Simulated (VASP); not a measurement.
# YBe (Fm-3m) in VASP: single point with PBE

Aim: the single point of YBe with PBE.

Program: VASP 6.6.1. These are calculated values, not measurements. Logs are shortened: lines on timing, memory, paths and dates and some standing lists are left out, and cuts for length are marked.

### 1 The structure

The structure is cubic, space group Fm-3m (No. 225). Conventional cell: a = 5.142 Å, b = 5.142 Å, c = 5.142 Å, α = 90.00°, β = 90.00°, γ = 90.00°. Be (site symmetry m-3m) is surrounded by 6 Y at 2.57 Å. Y (site symmetry m-3m) is surrounded by 6 Be at 2.57 Å.

The cell was built by a generator and needn't be a form met in nature.

### 2 Single point, PBE

The input, INCAR:

```
SYSTEM = YBe
PREC = Accurate ; ENCUT = 520
EDIFF = 1E-6 ; ISMEAR = 0
SIGMA = 0.0636 ; LREAL = .FALSE.
LASPH = .TRUE. ; NELM = 60
ALGO = Normal ; ISIF = 2
LWAVE = .FALSE. ; LCHARG = .TRUE.
GGA = PE ; LELF = .TRUE.
LVHAR = .TRUE. ; NBANDS = 14
```

The input, KPOINTS:

```
Automatic mesh
0
G
  11 11 11
  0 0 0
```

The input, POSCAR:

```
YBe
1.0
    0.0000000000      2.5709130000      2.5709130000
    2.5709130000      0.0000000000      2.5709130000
    2.5709130000      2.5709130000      0.0000000000
Be Y
1 1
Direct
    0.5000000000      0.5000000000      0.5000000000
    0.0000000000      0.0000000000      0.0000000000
```

Potentials or basis: VASP PAW PBE potentials, release 64 (Be, Y_sv).

Command:

```sh
$ cat potpaw_PBE.64/Be/POTCAR potpaw_PBE.64/Y_sv/POTCAR > POTCAR
$ mpirun -np 1 vasp_std > vasp.out
```

OUTCAR:

```text
SYSTEM = YBe
   PREC = Accurate
   ENCUT = 520
   EDIFF = 1E-6
   ISMEAR = 0
   LREAL = .FALSE.
   LASPH = .TRUE.
   NELM = 60
   ISIF = 2
   GGA = PE

 ion  position               nearest neighbor table
   1  0.500  0.500  0.500-   2 2.57   2 2.57   2 2.57   2 2.57   2 2.57   2 2.57
   2  0.000  0.000  0.000-   1 2.57   1 2.57   1 2.57   1 2.57   1 2.57   1 2.57

  LATTYP: Found a face centered cubic cell.
 ALAT       =     5.1418260000

  Lattice vectors:

 A1 = (   0.0000000000,   2.5709130000,   2.5709130000)
 A2 = (   2.5709130000,   0.0000000000,   2.5709130000)
 A3 = (   2.5709130000,   2.5709130000,   0.0000000000)

Analysis of symmetry for initial positions (statically):
=====================================================================
 Subroutine PRICEL returns:
 Original cell was already a primitive cell.

 Routine SETGRP: Setting up the symmetry group for a
 face centered cubic supercell.

 Subroutine GETGRP returns: Found 48 space group operations
 (whereof 48 operations were pure point group operations)
 out of a pool of 48 trial point group operations.

The static configuration has the point symmetry O_h .

Analysis of symmetry for dynamics (positions and initial velocities):
=====================================================================
 Subroutine PRICEL returns:
 Original cell was already a primitive cell.

 Routine SETGRP: Setting up the symmetry group for a
 face centered cubic supercell.

 Subroutine GETGRP returns: Found 48 space group operations
 (whereof 48 operations were pure point group operations)
 out of a pool of 48 trial point group operations.

The dynamic configuration has the point symmetry O_h .

 Subroutine INISYM returns: Found 48 space group operations
 (whereof 48 operations are pure point group operations),
 and found     1 'primitive' translations

----------------------------------------------------------------------------------------

                                     Primitive cell

  volume of cell :      33.9854

  direct lattice vectors                    reciprocal lattice vectors
     0.000000000  2.570913000  2.570913000    -0.194483438  0.194483438  0.194483438
     2.570913000  0.000000000  2.570913000     0.194483438 -0.194483438  0.194483438
     2.570913000  2.570913000  0.000000000     0.194483438  0.194483438 -0.194483438

  length of vectors
     3.635820032  3.635820032  3.635820032     0.336855196  0.336855196  0.336855196

  position of ions in fractional coordinates (direct lattice)
     0.500000000  0.500000000  0.500000000
     0.000000000  0.000000000  0.000000000

  ion indices of the primitive-cell ions
   primitive index   ion index
[... 82 lines left out ...]
   POTIM  = 0.5000    time-step for ionic-motion
   TEBEG  =    0.0;   TEEND  =   0.0 temperature during run
   PSTRESS=    0.0 pullay stress
   NELECT =      13.0000    total number of electrons
   NUPDOWN=      -1.0000    fix difference up-down
   EMIN   =  10.00;   EMAX   =-10.00  energy-range for DOS
   EFERMI =   0.00;   METHOD = LEGACY
   ISMEAR =     0;   SIGMA  =   0.06  broadening in eV -4-tet -1-fermi 0-gaus
   EFERMI_NEDOS =   21; number of points for ismear=-14 and -15
   IALGO  =     38    algorithm
   IMIX   =      4    mixing-type and parameters
     AMIX     =   0.40;   BMIX     =  1.00
     AMIX_MAG =   1.60;   BMIX_MAG =  1.00
  volume/ion in A,a.u.               =      16.99       114.67
  Fermi-wavevector in a.u.,A,eV,Ry     =   1.188389  2.245729 19.215074  1.412268
  Thomas-Fermi vector in A             =   2.324519
   LORBIT       =      0    0 simple, 1 ext, 2 COOP (PROOUT), +10 PAW based schemes
   GGA     = PE    functional components
   LHFCALC =     F    Hartree Fock is set to
   AEXX    =    0.0000 exact exchange contribution
   IVDW    =     0    specifies the selected vdW correction
   LEPSILON=     F    determine dielectric tensor
   LRPA    =     F    only Hartree local field effects (RPA)
 non-spin polarized calculation
 Gauss-broadening in eV      SIGMA  =   0.06
  energy-cutoff  :      520.00
  volume of cell :       33.99
 maximum number of plane-waves:       941
   NGX = 13   NGY = 13   NGZ = 13

 number of electron      13.0000001 magnetization

 Free energy of the ion-electron system (eV)
  ---------------------------------------------------
  ext. energy  EPLUGINS =         0.00000000
  ---------------------------------------------------
  free energy    TOTEN  =        -8.40673241 eV

  energy without entropy =       -8.39995469  energy(sigma->0) =       -8.40334355

 E-fermi :   4.0012     XC(G=0): -10.4605

 val. band max:        4.0005184727   @ k =  -0.4545   0.0909   0.0000
 cond. band min:       4.0213567232   @ k =   0.4545   0.0909   0.0000
 fundamental gap:      0.0208382506
 Fermi energy:         4.0011899408

 k-point     1 :       0.0000    0.0000    0.0000
  band No.  band energies     occupation
      1     -37.1039      2.00000
      2     -16.9587      2.00000
      3     -16.9587      2.00000
      4     -16.9587      2.00000
      5      -2.0390      2.00000
      6       6.3124      0.00000
      7       6.3124      0.00000
      8       6.3124      0.00000
      9       7.8992      0.00000
     10       7.8992      0.00000
     11       8.8521      0.00000
     12       8.8521      0.00000
     13       8.8521      0.00000
     14      13.3061      0.00000
[... 377 lines left out ...]
      1     -37.0621      2.00000
      2     -17.2967      2.00000
      3     -17.0997      2.00000
      4     -16.9873      2.00000
      5      -0.2984      2.00000
      6       4.1065      0.01921
      7       4.2999      0.00000
      8       4.7431      0.00000
      9       7.3705      0.00000
     10       9.1604      0.00000
     11      10.4590      0.00000
     12      11.6681      0.00000
     13      15.0380      0.00000
     14      15.3887      0.00000

 [... further k-points ...]
[... 5 lines left out ...]
  --------------------------------------------------------------------------------------
  -------------------------------------------------------------------------------------
  Total        6.1853015      6.1853015      6.1853015      0.0000000     -0.0000000     -0.0000000
  in kB      291.5944932    291.5944932    291.5944932      0.0000000     -0.0000000     -0.0000000
  external PRESSURE =     291.5944932 kB  Pullay stress =       0.0000000 kB

 VOLUME and BASIS-vectors are now :
 -----------------------------------------------------------------------------
  energy-cutoff  :      520.00
  volume of cell :       33.99
      direct lattice vectors                 reciprocal lattice vectors
     0.000000000  2.570913000  2.570913000    -0.194483438  0.194483438  0.194483438
     2.570913000  0.000000000  2.570913000     0.194483438 -0.194483438  0.194483438
     2.570913000  2.570913000  0.000000000     0.194483438  0.194483438 -0.194483438

 POSITION                                       TOTAL-FORCE (eV/Angst)
 -----------------------------------------------------------------------------------
      2.57091      2.57091      2.57091         0.000000      0.000000      0.000000
      0.00000      0.00000      0.00000         0.000000      0.000000     -0.000000
 -----------------------------------------------------------------------------------
    total drift:                               -0.000000     -0.000000      0.000000

  FREE ENERGIE OF THE ION-ELECTRON SYSTEM (eV)
  ---------------------------------------------------
  free  energy   TOTEN  =        -8.4067324106 eV

  energy  without entropy=       -8.3999546868  energy(sigma->0) =       -8.40334355
```

OSZICAR:

```text
N       E                     dE             d eps       ncg     rms          rms(c)
DAV:   1     0.317808595261E+02    0.31781E+02   -0.62131E+03  1568   0.846E+02
DAV:   2    -0.727075381616E+01   -0.39052E+02   -0.37582E+02  2012   0.181E+02
DAV:   3    -0.887425701212E+01   -0.16035E+01   -0.15858E+01  2276   0.251E+01
DAV:   4    -0.892502619487E+01   -0.50769E-01   -0.50737E-01  1824   0.449E+00
DAV:   5    -0.892654803504E+01   -0.15218E-02   -0.15218E-02  2292   0.612E-01    0.438E+01
DAV:   6    -0.846254445613E+01    0.46400E+00   -0.53000E-01  2040   0.470E+00    0.284E+01
DAV:   7    -0.843242147801E+01    0.30123E-01   -0.63893E-01  2170   0.503E+00    0.215E+00
DAV:   8    -0.840636359623E+01    0.26058E-01   -0.10502E-01  1802   0.236E+00    0.447E-01
DAV:   9    -0.840680364914E+01   -0.44005E-03   -0.52627E-03  2026   0.567E-01    0.259E-01
DAV:  10    -0.840672980943E+01    0.73840E-04   -0.24767E-04  1802   0.122E-01    0.931E-02
DAV:  11    -0.840673254766E+01   -0.27382E-05   -0.42479E-05  1772   0.557E-02    0.257E-02
DAV:  12    -0.840673241059E+01    0.13707E-06   -0.25395E-06  1856   0.131E-02
   1 F= -.84067324E+01 E0= -.84033435E+01  d E =-.677772E-02
```

Run time: 32 s. Hardware: 1 thread of Intel Xeon Platinum 8488C (Sapphire Rapids), shared host; peak memory 0.19 GiB.

What came out:

| Item | Value |
| --- | --- |
| Free energy | -8.4067 eV |
| Pressure | 29.2 GPa |
| Band gap on the k mesh | none (metal or under the smearing width) |

Levels at points of the mesh, in eV from the Fermi level:
```tsv
k point	band 3	band 4	band 5	band 6	band 7	band 8	band 9	band 10	band 11	band 12
(0.00, 0.00, 0.00)	-20.96	-20.96	-6.04	2.31	2.31	2.31	3.90	3.90	4.85	4.85
```

Caveat: a pressure of tens of GPa on the cell as given is suspect, and the run, the potentials or the cell itself is likely at fault.
